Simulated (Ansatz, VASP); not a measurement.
# Al: VASP beside Ansatz, part 2 of 2

Aim: how closely do two programs agree when they are given the same cell, functional and k mesh? Of the first pair: The structure shown is the start of the Ansatz relaxation below; VASP solves that cell, so the two are compared at the walk's first step.

VASP 6.6.1 and Ansatz 0.2.0.

So far. Step 4 (Side by side): The forces differ by 1.3 meV/Å r.m.s., which is 4.5 % of the r.m.s. force of 0.029 eV/Å (both taken over all components). With vacuum in the cell, a pressure given here is an average over mostly empty space and none of the material.

**6. VASP: single point, PBEsol, relaxed cell, pair 2**

Level of this step: PBEsol; plane waves and PAW (Al) (VASP).

The same cell, functional, mesh and smearing now go to VASP, with its own data sets.

The input, INCAR:

```
SYSTEM = Al
PREC = Accurate
ENCUT = 400
EDIFF = 1E-06
NELM = 120
ISMEAR = -1
SIGMA = 0.05
LREAL = .FALSE.
ALGO = Normal
GGA = PS
NBANDS = 17
LORBIT = 11
LWAVE = .FALSE.
LCHARG = .FALSE.
ISIF = 2
LASPH = .TRUE.
GGA_COMPAT = .FALSE.
KPAR = 2
```

The input, POSCAR:

```
Al
1.0
    2.8637824638      0.0000000000      0.0000000000
    0.0000000000      2.8637824638      0.0000000000
    0.0000000000      0.0000000000     26.1500000000
Al
7
Direct
    0.0000000000      0.0000000000      0.7333339616
    0.5000000000      0.5000000000      0.6553978200
    0.0000000000      0.0000000000      0.5774378590
    0.5000000000      0.5000000000      0.5000000000
    0.0000000000      0.0000000000      0.4225621410
    0.5000000000      0.5000000000      0.3446021800
    0.0000000000      0.0000000000      0.2666660384
```

The input, KPOINTS:

```
Automatic mesh
0
Gamma
10 10 1
0 0 0
```

Potentials, in the order of the species: Al (PBE family, release 64).

On the command line:

```bash
$ mpirun -np 2 vasp_std
```

Numbers of over 12 decimals in the logs are rounded to 6 here.

Output:

```text
[banner, memory and clock lines left out]
running    2 mpi-ranks, on    1 nodes
[...]
[... a notice as in an earlier step ...]

 LDA part: xc-table for (Slater+PW92), standard interpolation
 POSCAR, INCAR and KPOINTS ok, starting setup
[...]
entering main loop
       N       E                     dE             d eps       ncg     rms          rms(c)
DAV:   1     0.403966206490E+02    0.40397E+02   -0.58368E+03   714   0.726E+02
DAV:   2    -0.254736323783E+02   -0.65870E+02   -0.63205E+02   969   0.128E+02
DAV:   3    -0.282410039377E+02   -0.27674E+01   -0.27010E+01   978   0.263E+01
DAV:   4    -0.283407032081E+02   -0.99699E-01   -0.98912E-01  1170   0.574E+00
[...]
DAV:  20    -0.275086593361E+02   -0.22846E-05   -0.88746E-08   602   0.132E-03    0.646E-04
DAV:  21    -0.275086616292E+02   -0.22930E-05   -0.11604E-07   537   0.104E-03    0.133E-04
DAV:  22    -0.275086617575E+02   -0.12826E-06   -0.98184E-09   534   0.510E-04
   1 F= -.27508662E+02 E0= -.27495538E+02  d E =-.262470E-01
```

From OUTCAR (step 6):

```text
  Total       -3.5550805     -3.5550805     -0.0724866      0.0000000      0.0000000     -0.0000000
  in kB      -26.5587897    -26.5587897     -0.5415222      0.0000000      0.0000000     -0.0000000
  external PRESSURE =     -17.8863672 kB  Pullay stress =       0.0000000 kB

 POSITION                                       TOTAL-FORCE (eV/Angst)
 -----------------------------------------------------------------------------------
      0.00000      0.00000     19.17668        -0.000000      0.000000      0.004761
      1.43189      1.43189     17.13865         0.000000     -0.000000      0.000844
      0.00000      0.00000     15.10000         0.000000     -0.000000     -0.028802
      1.43189      1.43189     13.07500        -0.000000     -0.000000      0.000000
      0.00000      0.00000     11.05000        -0.000000     -0.000000      0.028802
      1.43189      1.43189      9.01135        -0.000000     -0.000000     -0.000844
      0.00000      0.00000      6.97332         0.000000      0.000000     -0.004761
 -----------------------------------------------------------------------------------
    total drift:                                0.000000      0.000000      0.000000

  FREE ENERGIE OF THE ION-ELECTRON SYSTEM (eV)
  ---------------------------------------------------
  free  energy   TOTEN  =       -27.5086617575 eV

  energy  without entropy=      -27.4824148064  energy(sigma->0) =      -27.49553828

[... 2 parts as in an earlier step ...]

[... 1 further part left out ...]
[key lines of the parts left out:]
E-fermi :   2.3867
```

**7. Comparison**

At this near-relaxed geometry the largest component of a force difference is 4 meV/Å. With vacuum in the cell, a pressure given here is an average over mostly empty space and none of the material.

**8. Ansatz: single point, PBEsol, pair 3**

With cell and atoms fixed, the geometry can't cause a difference; cores, projectors, grids and the points listed under the comparison can.

The cell is taken from a series of runs on this material, whose earlier steps may have relaxed, scaled, displaced or heated it; both programs get it as it stands.

The input, input.yaml:

```yaml
crystal:
  lattice:
    - [2.8637824638, 0.0, 0.0]
    - [0.0, 2.8637824638, 0.0]
    - [0.0, 0.0, 26.15]
  atoms:
    - { symbol: Al, position: [0.0, 0.0, 0.7333339616] }
    - { symbol: Al, position: [0.5, 0.5, 0.65539782] }
    - { symbol: Al, position: [0.0, 0.0, 0.577437859] }
    - { symbol: Al, position: [0.5, 0.5, 0.5] }
    - { symbol: Al, position: [0.0, 0.0, 0.422562141] }
    - { symbol: Al, position: [0.5, 0.5, 0.34460218] }
    - { symbol: Al, position: [0.0, 0.0, 0.2666660384] }
kpoints:
  mp_grid: { grid: [14, 14, 1] }
scf:
  occupations: { method: fermi_dirac, width: 0.05 }
  n_extra_bands: 8
hamiltonian:
  xc: pbesol
  pseudopotentials: { kind: paw, azcp: { folder: soft_1 }, xc_functional: pbe }
output:
  forces: true
  write_potential: true
  volumetric_format: []
  dos:
    projected: true
    de: 0.05
    e_range: [-30, 12]
    method: { smearing: { sigma: 0.15, scheme: gaussian } }
  eigenstates:
    kpoints:
      - [0.5, 0.5, 0.0]
      - [0.475, 0.475, 0.0]
      - [0.45, 0.45, 0.0]
      - [0.425, 0.425, 0.0]
      - [0.4, 0.4, 0.0]
      - [0.375, 0.375, 0.0]
      - [0.35, 0.35, 0.0]
      - [0.325, 0.325, 0.0]
      - [0.3, 0.3, 0.0]
      - [0.275, 0.275, 0.0]
      - [0.25, 0.25, 0.0]
      - [0.225, 0.225, 0.0]
      - [0.2, 0.2, 0.0]
      - [0.175, 0.175, 0.0]
      - [0.15, 0.15, 0.0]
      - [0.125, 0.125, 0.0]
      - [0.1, 0.1, 0.0]
      - [0.075, 0.075, 0.0]
      - [0.05, 0.05, 0.0]
      - [0.025, 0.025, 0.0]
      - [0.0, 0.0, 0.0]
      - [0.03571429, 0.0, 0.0]
      - [0.07142857, 0.0, 0.0]
      - [0.10714286, 0.0, 0.0]
      - [0.14285714, 0.0, 0.0]
      - [0.17857143, 0.0, 0.0]
      - [0.21428571, 0.0, 0.0]
      - [0.25, 0.0, 0.0]
      - [0.28571429, 0.0, 0.0]
      - [0.32142857, 0.0, 0.0]
      - [0.35714286, 0.0, 0.0]
      - [0.39285714, 0.0, 0.0]
      - [0.42857143, 0.0, 0.0]
      - [0.46428571, 0.0, 0.0]
      - [0.5, 0.0, 0.0]
      - [0.5, 0.03571429, 0.0]
      - [0.5, 0.07142857, 0.0]
      - [0.5, 0.10714286, 0.0]
      - [0.5, 0.14285714, 0.0]
      - [0.5, 0.17857143, 0.0]
      - [0.5, 0.21428571, 0.0]
      - [0.5, 0.25, 0.0]
      - [0.5, 0.28571429, 0.0]
      - [0.5, 0.32142857, 0.0]
      - [0.5, 0.35714286, 0.0]
      - [0.5, 0.39285714, 0.0]
      - [0.5, 0.42857143, 0.0]
      - [0.5, 0.46428571, 0.0]
    e_range: [-8.0, 4.0]
    unfold:
      supercell_matrix: [[1, 0, 0], [0, 1, 0], [0, 0, 1]]
      layers:
        axis: 3
        edges: [0.113703, 0.383582, 0.383682, 0.616318, 0.616418, 0.886297]
```

On the command line:

```bash
$ ansatz run input.yaml --threads 4 --pin off --max-ram 11264MiB --backend cpu --events-out ev --progress --plain --runs-dir out
```

Output:

```text
[...]
Crystal: 7 atoms, lattice volume = 214.463 Å³
Basis set: ecut = 420 eV, 4187 PW (Γ), exchange–correlation on 40×40×360 points (8 copies of the dense FFT grid, shifted against one another)
Bands: 19, of which v1, the nominal top of the filled ones, is band 11 counted from 1 (10 counted from 0)
Symmetry: 16 space group operations
[...]
k-points: 36 of 196
[...]
max |Σ_I F_I| component: 3.20e-31 eV/Å
--- Band table (eV; the first three rows and the last of 36) ---
  k-point 0: bands = [... 7 lower, 0.0450, 2.5804, 4.4992, 5.8660, 6.8674, 7.0431, 7.7266, 8.0368, ... 4 higher]
  k-point 1: bands = [... 7 lower, 0.1300, 2.6652, 4.5812, 5.9480, 6.0331, 6.4834, 6.9655, 7.0903, ... 4 higher]
  k-point 2: bands = [... 7 lower, 0.3850, 2.9043, 4.0776, 4.4358, 4.9251, 5.2426, 6.2383, 6.2866, ... 4 higher]
  k-point 35: bands = [... 7 lower, 0.9060, 1.3128, 1.4397, 1.8216, 1.8216, 1.9669, 2.4137, 3.0832, ... 4 higher]
[key lines of the parts left out:]
SCF converged after 7 iterations
Free energy (F): -3670.684663 eV
Fermi energy:    2.315096 eV
```

**9. VASP: single point, PBEsol, pair 3**

The same cell, functional, mesh and smearing now go to VASP, with its own data sets.

INCAR is that of step 6.

POSCAR is that of step 6.

The input, KPOINTS:

```
Automatic mesh
0
Gamma
14 14 1
0 0 0
```

On the command line:

```bash
$ mpirun -np 2 vasp_std
```

Output:

```text
[... set-up lines as in an earlier step ...]
 entering main loop
       N       E                     dE             d eps       ncg     rms          rms(c)
DAV:   1     0.370839029682E+02    0.37084E+02   -0.58681E+03  1224   0.725E+02
DAV:   2    -0.256667622989E+02   -0.62751E+02   -0.60345E+02  1709   0.123E+02
DAV:   3    -0.282759843881E+02   -0.26092E+01   -0.25511E+01  1687   0.257E+01
DAV:   4    -0.283692041757E+02   -0.93220E-01   -0.93058E-01  2059   0.565E+00
[...]
DAV:  20    -0.274874634787E+02   -0.10666E-04   -0.78776E-07  1120   0.221E-03    0.274E-04
DAV:  21    -0.274874649446E+02   -0.14659E-05   -0.52141E-08   906   0.870E-04    0.236E-04
DAV:  22    -0.274874651754E+02   -0.23078E-06   -0.12098E-08   796   0.500E-04
   1 F= -.27487465E+02 E0= -.27472584E+02  d E =-.297631E-01
```

Parts of OUTCAR (step 9):

```text
  Total       -3.0164468     -3.0164468     -1.3815245      0.0000000     -0.0000000      0.0000000
  in kB      -22.5348418    -22.5348418    -10.3208967      0.0000000     -0.0000000      0.0000000
  external PRESSURE =     -18.4635268 kB  Pullay stress =       0.0000000 kB

 POSITION                                       TOTAL-FORCE (eV/Angst)
 -----------------------------------------------------------------------------------
      0.00000      0.00000     19.17668        -0.000000     -0.000000     -0.067433
      1.43189      1.43189     17.13865         0.000000     -0.000000     -0.034534
      0.00000      0.00000     15.10000        -0.000000      0.000000     -0.063431
      1.43189      1.43189     13.07500         0.000000      0.000000      0.000000
      0.00000      0.00000     11.05000         0.000000     -0.000000      0.063431
      1.43189      1.43189      9.01135        -0.000000      0.000000      0.034534
      0.00000      0.00000      6.97332         0.000000     -0.000000      0.067433
 -----------------------------------------------------------------------------------
    total drift:                                0.000000     -0.000000      0.000000

  FREE ENERGIE OF THE ION-ELECTRON SYSTEM (eV)
  ---------------------------------------------------
  free  energy   TOTEN  =       -27.4874651754 eV

  energy  without entropy=      -27.4577020287  energy(sigma->0) =      -27.47258360

[... 1 part as in an earlier step ...]

[... 2 further parts left out ...]
[key lines of the parts left out:]
E-fermi :   2.3558
```

**10. Differences**

Forces (eV/Å; atoms numbered as in POSCAR):

```tsv
atom	Ansatz x, y, z	VASP x, y, z
Al1	0.000, 0.000, -0.072	0.000, 0.000, -0.067
Al2	0.000, 0.000, -0.034	0.000, 0.000, -0.035
Al3	0.000, 0.000, -0.063	0.000, 0.000, -0.063
Al4	0.000, 0.000, 0.000	0.000, 0.000, 0.000
Al5	0.000, 0.000, 0.063	0.000, 0.000, 0.063
Al6	0.000, 0.000, 0.034	0.000, 0.000, 0.035
Al7	0.000, 0.000, 0.072	0.000, 0.000, 0.067
```

The forces differ by 1.4 meV/Å r.m.s., which is 4.6 % of the r.m.s. force of 0.030 eV/Å (both taken over all components). With vacuum in the cell, a pressure given here is an average over mostly empty space and none of the material.

**11. What came out**

- r.m.s. force difference (single point, PBEsol, start cell, pair 1): 1.3 meV/Å
- r.m.s. force difference (single point, PBEsol, relaxed cell, pair 2): 1.1 meV/Å
- r.m.s. force difference (single point, PBEsol, pair 3): 1.4 meV/Å

The r.m.s. force difference is 1.4 meV/Å (single point, PBEsol, pair 3), within the 12 meV/Å picked in this series as the mark of a large difference. How closely two codes agree says nothing of how well the functional describes the real material.

[Lines on the potential files, build, host, timing and source positions are cut from VASP's logs without a mark.]

[Logs are printed without paths, hosts, clocks, repeated set-up lines and the standing remarks that a program may print on its own settings, such as how far it seeks lower states.]

[Hosts, paths, dates, database ids (printed as entryN), source tags and the programs' standing remarks are cut or masked in the printed files.]
